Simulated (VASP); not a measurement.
## YNb3N6: single point with PBE

YNb3N6:

```
Y Nb N
1.0
     0.00000    4.10320    4.10320
     4.10320    0.00000    4.10320
     4.10320    4.10320    0.00000
Y Nb N
1 3 6
Direct
  0.00000 0.00000 0.00000
  0.25000 0.25000 0.25000
  0.75000 0.75000 0.75000
  0.50000 0.50000 0.50000
  0.74077 0.25923 0.25923
  0.25923 0.74077 0.74077
  0.25923 0.74077 0.25923
  0.74077 0.25923 0.74077
  0.25923 0.25923 0.74077
  0.74077 0.74077 0.25923
```

The cell was built by a generator and needn't be a form met in nature.

The cell isn't the ideal one: species swapped into the Ba3MoO6 type (Fm-3m, No. 225).

```yaml
Program: VASP 6.6.1
Task: single point
Functional: PBE
Potentials_or_basis: VASP PAW PBE potentials, release 64 (Y_sv, Nb_sv, N)
Cutoff: 520 eV
k_mesh: 8 × 8 × 8
Occupations: gaussian, width 0.1 eV
Spin: no spin polarisation
Dipole_correction: no
Further_INCAR_settings: ALGO = Fast; EDIFF = 1e-06; NBANDS = 51
```

```yaml
Pressure: -0.4 GPa
Largest_force: 0.018 eV/Å
Band_gap_on_the_k_mesh: none (metal or under the smearing width)
```

Forces on the atoms (eV/Å):
```
Y    0.000  0.000  0.000
Nb   0.000  0.000  0.000
Nb   0.000  0.000  0.000
Nb   0.000  0.000  0.000
N    0.018  0.000  0.000
N   -0.018  0.000  0.000
N    0.000  0.018  0.000
N    0.000 -0.018  0.000
N    0.000  0.000  0.018
N    0.000  0.000 -0.018
```

Levels at points of the mesh, in eV from the Fermi level:
```
           k point  band 38  band 39  band 40  band 41  band 42  band 43
(0.00, 0.00, 0.00)    -0.32    -0.32     0.06     0.06     0.06     0.44
(0.50, 0.00, 0.00)    -1.10    -0.49    -0.20    -0.01    -0.01     0.13
(0.50, 0.50, 0.00)    -0.15    -0.01     0.23     0.26     0.26     0.36
```

It took 11 min on 1 thread of Intel(R) Xeon(R) 6975P-C (Granite Rapids) (shared host), peak memory 0.44 GiB.
